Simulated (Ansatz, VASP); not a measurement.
## Cross-check of Si2Mo between VASP and Ansatz

Wanted: the spread between two codes on one cell, functional and k mesh. The cell is taken from a series of runs on this material, whose earlier steps may have relaxed, scaled, displaced or heated it; both programs get it as it stands.

Method: plane waves, with VASP 6.6.1 beside it; zone-centre phonons at PBEsol, in Ansatz 0.2.0.

## Step 1: The starting structure

The structure is tetragonal, space group I4/mmm (No. 139). The conventional cell has a = 3.121 Å, b = 3.121 Å, c = 7.684 Å, α = 90.00°, β = 90.00°, γ = 90.00°. Nearest to Si lie 5 Si at 2.55 to 2.56 Å and 5 Mo at 2.55 to 2.57 Å. Nearest to Mo lie 10 Si at 2.55 to 2.57 Å. Farther neighbours are not listed.

Coordinates:

```cif
data_structure
_symmetry_space_group_name_H-M 'I4/mmm'
_symmetry_Int_Tables_number 139
_cell_length_a 3.1208
_cell_length_b 3.1208
_cell_length_c 7.6835
_cell_angle_alpha 90.000
_cell_angle_beta 90.000
_cell_angle_gamma 90.000
_cell_volume 74.83
loop_
_atom_site_label
_atom_site_type_symbol
_atom_site_symmetry_multiplicity
_atom_site_Wyckoff_symbol
_atom_site_fract_x
_atom_site_fract_y
_atom_site_fract_z
_atom_site_occupancy
Si1 Si 4 e 0.00000 0.00000 0.33423 1
Mo1 Mo 2 a 0.00000 0.00000 0.00000 1
```

## Step 2: Ansatz: zone-centre phonons, PBEsol

Ansatz runs on its PAW soft_1 files.

Second derivatives magnify differences that forces hide, and they need a tight electronic threshold.

input.yaml

```yaml
crystal:
  lattice:
    - [-1.5603813859, 1.5603813859, 3.8417655659]
    - [1.5603813859, -1.5603813859, 3.8417655659]
    - [1.5603813859, 1.5603813859, -3.8417655659]
  atoms:
    - { symbol: Si, position: [0.3342330951, 0.3342330951, 0.0] }
    - { symbol: Si, position: [0.6657669049, 0.6657669049, 0.0] }
    - { symbol: Mo, position: [0.0, 0.0, 0.0] }
kpoints:
  mp_grid: { grid: [20, 20, 20] }
hamiltonian:
  xc: pbesol
  pseudopotentials: { kind: paw, azcp: { folder: soft_1 }, xc_functional: pbe }
scf:
  occupations: { method: methfessel_paxton, width: 0.2 }
output:
  eigenvalues: true
phonons:
  method: dfpt
```

Started as:

```console
ansatz run input.yaml --threads 4 --pin off --max-ram 10240MiB --backend cpu --events-out ev --progress --plain --runs-dir out
```

Numbers of over 12 decimals in the logs are rounded to 6 here.

The program printed:

```text
zone centre: on kpoints.mp_grid the ground state, and the responses unless they are solved on pairs of k-points, stand on 1166 of the mesh's 8000 k-points, reduced under 4 symmetry operations, with k and −k counted as one. Each operation leaves every solved displacement unchanged or reverses it
Engine: ansatz 0.2.0, x86_64-unknown-linux-gnu
Pseudopotentials: kind: paw
Pseudopotential: Si, paw, valence charge 4, recommended cutoff 420 eV (normal), soft_1/Si.paw.azcp
Pseudopotential: Mo, paw, valence charge 14, recommended cutoff 420 eV (normal), soft_1/Mo.paw.azcp
Functional definition: PBEsol
  exchange = pbesol_x
  correlation = pbesol_c
Crystal: 3 atoms, lattice volume = 37.416 Å³
Basis set: ecut = 420 eV, 761 PW (Γ), exchange–correlation on 60×60×60 points (8 copies of the dense FFT grid, shifted against one another)
Bands: 15, of which v1, the nominal top of the filled ones, is band 11 counted from 1 (10 counted from 0)
Symmetry: 16 space group operations
k-points: 1166 of 8000 (irreducible under 4 space group operations, time reversal used)
Non-local potential: Si, projectors of the file, l = 0: 2, l = 1: 2, l = 2: 1
Non-local potential: Mo, projectors of the file, l = 0: 3, l = 1: 2, l = 2: 2, l = 3: 1
PAW form: soft (Blöchl's): semilocal exchange-correlation on the pseudo side does not see the compensation charge
PAW frozen core: Si, regenerated for the run's functional, and the local potential with it (the file was generated under x = pbe(κ = 0.804, μ = 0.219515), c = pbe(β = 0.066725))
PAW frozen core: Mo, regenerated for the run's functional, and the local potential with it (the file was generated under x = pbe(κ = 0.804, μ = 0.219515), c = pbe(β = 0.066725))
PAW one-centre angular grid: Si, 110 points (default); XC on 64 Gauss nodes
PAW one-centre angular grid: Mo, 590 points (default); XC on 64 Gauss nodes
Initial density: superposition of atomic densities (chi_scale 0.1, normalization cell, long waves kept (reshape's long-wave potential 0.00 eV rms))
Initial wavefunctions: pseudopotential atomic-orbital guess
Functional: x = pbesol(κ = 0.804, μ = 0.123457), c = pbesol(β = 0.046)
SCF iter   1: F=—  HF=-6143.365957 eV  |F-HF|=—  |Δ(HF+E_count)|=         —  Δρ=9.31e-2  dr2=4.60e0  ethr=3.10e-3  ⟨swp⟩=5.5  Hψ=102019  notcnv=0
preconditioner: auto → Kerker (q_TF=auto, 2.497 Å⁻¹)  [metal: Δε(μ)=0.056 eV  Ē_g=8.572 eV  σ=0.200 eV  W_gap=0.23  n_scr=10 (ndim 8)  ℏωp=22.7 eV  f_vac=0.000  D(μ)=0.30/eV (n_scr^D=0)]
SCF iter   2: F=—  HF=-6142.269038 eV  |F-HF|=—  |Δ(HF+E_count)|=    1.10e0  S|Δr|=    0.00e0  Δρ=3.32e-2  dr2=3.11e-1  ethr=3.10e-3  ⟨swp⟩=2.1  Hψ=43258  notcnv=0
SCF iter   3: F=—  HF=-6142.203827 eV  |F-HF|=—  |Δ(HF+E_count)|=   6.52e-2  S|Δr|=    0.00e0  Δρ=1.44e-2  dr2=5.62e-2  ethr=1.41e-3  ⟨swp⟩=2.2  Hψ=26197  notcnv=0
SCF iter   4: F=—  HF=-6142.191341 eV  |F-HF|=—  |Δ(HF+E_count)|=   1.25e-2  S|Δr|=    0.00e0  Δρ=2.45e-3  dr2=2.38e-3  ethr=2.55e-4  ⟨swp⟩=2.6  Hψ=25581  notcnv=0
SCF iter   5: F=—  HF=-6142.190678 eV  |F-HF|=—  |Δ(HF+E_count)|=   6.63e-4  S|Δr|=    0.00e0  Δρ=3.22e-4  dr2=6.81e-5  ethr=1.08e-5  ⟨swp⟩=2.8  Hψ=28959  notcnv=0
SCF iter   6: F=—  HF=-6142.190664 eV  |F-HF|=—  |Δ(HF+E_count)|=   1.43e-5  S|Δr|=    0.00e0  Δρ=3.46e-5  dr2=6.78e-7  ethr=3.10e-7  ⟨swp⟩=2.2  Hψ=22524  notcnv=0
SCF iter   7: F=—  HF=-6142.190665 eV  |F-HF|=—  |Δ(HF+E_count)|=   7.93e-7  S|Δr|=    0.00e0  Δρ=4.43e-6  dr2=7.89e-9  ethr=3.08e-9  ⟨swp⟩=2.3  Hψ=23991  notcnv=0
SCF iter   8: F=—  HF=-6142.190665 eV  |F-HF|=—  |Δ(HF+E_count)|=  6.60e-10  S|Δr|=    0.00e0  Δρ=6.62e-7  dr2=9.94e-11  ethr=3.59e-11  ⟨swp⟩=2.5  Hψ=29779  notcnv=0
SCF iter   9: F=-6142.190665 eV  HF=-6142.190665 eV  |F-HF|=4.55e-12  |Δ(HF+E_count)|=  2.36e-11  S|Δr|=    0.00e0  Δρ=1.02e-7  dr2=3.14e-12  ethr=1.00e-12  ⟨swp⟩=5.6  Hψ=79611  notcnv=0
the search or the solves at the SCF's close seem to have found levels that the self-consistency loop had missed (the run counts 1). By its estimate they hold under 1e-12 electrons; where the run keeps them, the occupations were computed again with them
SCF 1 converged in 9 iterations: F = -6142.190665 eV  dr2 = 3.14e-12
  greatest PAW one-centre occupation: 0.999 electrons in one spin orbital (limit 2), on the Mo atom at site 2 (counted from 0), in its partial waves of l = 0
DFPT response loops at Γ: preconditioner auto → Kerker (q_TF=auto, 2.497 Å⁻¹) (partly filled bands, converged f_vac=0.000); β = 1.00, the filter's whole step (`scf.mixing.beta` (0.50) is not read by the response loops under this deck's `scf.mixing.preconditioner`; to damp them name `kerker` or `kerker_dos`, under which they read `scf.mixing.beta`, and type it under 1.00, their step now; both keys bind the ground state too); Broyden in place of MSR1
SCF converged after 9 iterations
Stability not checked: this state was not tested for a lower state beside it, because cold or Methfessel-Paxton smearing, or corrected tetrahedra, fill the levels in a way that the test cannot read (fill_not_monotonic; see scf.lower_state_search)
Free energy (F): -6142.190665 eV
Harris-Foulkes:  -6142.190665 eV  (|F-HF|=4.55e-12)
Internal energy: -6142.191040 eV  (E = F + TS)
E sigma→0 (E₀):  -6142.190758 eV
Entropy (-TS):   0.000375 eV (0.125 meV/atom)
Fermi energy:    17.253085 eV
--- Per-component energies (eV) ---
  E_band       = -20.878382
  E_kinetic    = 519.408344
  E_local      = -1081.611913  (includes V_loc(G=0)·N_el)
  E_nonlocal   = 195.779586
  E_hartree    = 417.500534
  E_xc         = -294.373540
  E_vxc        = -324.491763  (∫ρ·V_xc dr)
  E_paw        = -4150.539983  (= ΣΔE_a)
  E_vpaw       = -164.963823  (= ΣTr[D̂ρ^β])
  E_aug_tail   = 0.000128  (compensation charges beyond the density's cutoff)
  E_ewald      = -1748.626617
  E_core_change = 0.272421  (= ΣΔE_core)
  E_smearing   = 0.000375  (= −TS)
  E_closure    = -0.000000  (closes the sum)
  Σ components = -6142.190665   (vs F -6142.190665, Δ=0.00e0)
--- Band table (eV; the first three rows and the last of 1166) ---
  k-point 0: bands = [... 7 lower, 13.8990, 14.4427, 14.4427, 17.7100, 20.1429, 20.8915, 21.0863, 21.0863]
  k-point 1: bands = [... 7 lower, 13.8555, 14.2106, 14.8940, 17.3781, 20.3755, 20.5966, 20.9741, 21.1302]
  k-point 2: bands = [... 7 lower, 13.6411, 13.9465, 15.4678, 16.5615, 20.1459, 20.8354, 20.9024, 21.2417]
  k-point 1165: bands = [... 7 lower, 14.8081, 16.6163, 16.6163, 16.8206, 16.8206, 17.8630, 22.1962, 23.2607]
--- Phonons (Γ-DFPT): 4 representative perturbations + reference, on 1166 of 8000 k-points (Σ response iterations 12) ---
  k mesh reduced under 4 symmetry operations, with k and −k counted as one. Each operation leaves every solved displacement unchanged or reverses it
  ASR residual: 2.580e-5 → 0.000e0 eV/Å²; symmetrization residual: 4.186e-6 eV/Å²
  ASR residual per site (eV/Å²): 2.58e-5 2.58e-5 4.84e-6
  Γ frequencies (cm⁻¹): 0.00 0.00 0.00 313.39 313.39 359.22 373.78 373.78 474.41
  non-analytic LO–TO correction: not included (Born effective charges unavailable; polar crystals: no LO–TO splitting at Γ)
```

(Part 1 of 2 ends here.)

[Lines on the potential files, build, host, timing and source positions are cut from VASP's logs without a mark.]

[Logs are printed without paths, hosts, clocks, repeated set-up lines and the standing remarks that a program may print on its own settings, such as how far it seeks lower states.]

[Hosts, paths, dates, database ids (printed as entryN), source tags and the programs' standing remarks are cut or masked in the printed files.]
